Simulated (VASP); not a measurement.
Input of a VASP 6.6.1 run:

The input INCAR:

```
PREC     = Accurate       # precision mode
ENCUT    = 520            # plane-wave cutoff, eV
EDIFF    = 1E-6           # SCF threshold, eV
ISMEAR   = 0              # smearing method
SIGMA    = 0.1            # smearing width, eV
LREAL    = F              # projectors in reciprocal space
LASPH    = T              # aspherical terms in the spheres
NELM     = 100            # most SCF steps
ALGO     = Normal         # electronic algorithm
ISIF     = 2              # what is computed and relaxed
LWAVE    = F              # write WAVECAR
LCHARG   = F              # write CHGCAR
GGA      = PE             # functional
NBANDS   = 22             # bands
```

File KPOINTS:

```
regular mesh
0
Gamma
  4 4 4
```

POSCAR

```
RbAg2
1.0
    4.7697538599      0.0000000000      0.0000000000
    0.0000000000      4.7697538599      0.0000000000
    0.0000000000      0.0000000000      5.4071863713
Rb Ag
1 2
Direct
    0.5000000000      0.5000000000      0.0000000000
    0.0000000000      0.0000000000      0.7484745991
    0.0000000000      0.0000000000      0.2515254009
```

Potentials or basis: VASP PAW PBE potentials, release 64 (Rb_sv, Ag).

The run is started by

```sh
$ cat potpaw_PBE.64/Rb_sv/POTCAR potpaw_PBE.64/Ag/POTCAR > POTCAR
$ mpirun -np 1 vasp_std > vasp.out
```

Predict the pressure.

0.2 GPa.

Predict the band gap on the k mesh.

none (metal or under the smearing width).

Stress tensor (GPa, compression positive):
```
0.21 0.00 0.00
0.00 0.21 0.00
0.00 0.00 0.09
```
